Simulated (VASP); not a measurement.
OSZICAR of a VASP run on NiAl (CsCl type):

File OSZICAR:
```
       N       E                     dE             d eps       ncg     rms          rms(c)
DAV:   1     0.318446875708E+02    0.31845E+02   -0.47577E+03  1168   0.111E+03
DAV:   2    -0.122455436517E+02   -0.44090E+02   -0.41874E+02  1126   0.191E+02
DAV:   3    -0.132081472944E+02   -0.96260E+00   -0.95388E+00  1338   0.351E+01
DAV:   4    -0.132247162480E+02   -0.16569E-01   -0.16562E-01  1300   0.426E+00
DAV:   5    -0.132252142263E+02   -0.49798E-03   -0.49791E-03  1278   0.750E-01    0.128E+01
DAV:   6    -0.151842313802E+02   -0.19590E+01   -0.64596E+01  1254   0.139E+02    0.161E+01
DAV:   7    -0.116076476719E+02    0.35766E+01   -0.17961E+01  1236   0.821E+01    0.119E+00
DAV:   8    -0.115973189045E+02    0.10329E-01   -0.46740E-01  1386   0.874E+00    0.104E+00
DAV:   9    -0.115825622279E+02    0.14757E-01   -0.57674E-02  1302   0.389E+00    0.217E-01
DAV:  10    -0.115820016345E+02    0.56059E-03   -0.24988E-03  1266   0.823E-01    0.789E-02
DAV:  11    -0.115820015855E+02    0.49016E-07   -0.64927E-05  1260   0.810E-02    0.336E-02
DAV:  12    -0.115819997670E+02    0.18185E-05   -0.54653E-06  1210   0.420E-02    0.426E-03
DAV:  13    -0.115819994094E+02    0.35769E-06   -0.35954E-07   578   0.796E-03
   1 F= -.11581999E+02 E0= -.11581777E+02  d E =-.115820E+02
```

**Question.** Which electronic solver shows in the log?

**Answer.** It is blocked Davidson (ALGO = Normal, or the opening steps of other solvers). The INCAR had ALGO = Normal.

**Question.** How was spin treated?

**Answer.** Without spin polarisation: there is no mag entry.

**Question.** Can the final energy be trusted as converged?

**Answer.** The run converged. It stopped with EDIFF = 1E-6, NELM = 100, NSW = 60 and EDIFFG = -0.01 after 1 ionic step (PBEsol GGA, plane waves, VASP's PBE PAW potentials (set 64)).

The compound is NiAl in the CsCl type structure. It was relaxed first. The start is the result of an earlier pass. The run is not spin-polarised, so no magnetic state was tried. The electron count is odd and the run is not spin-polarised, which forces a metal.
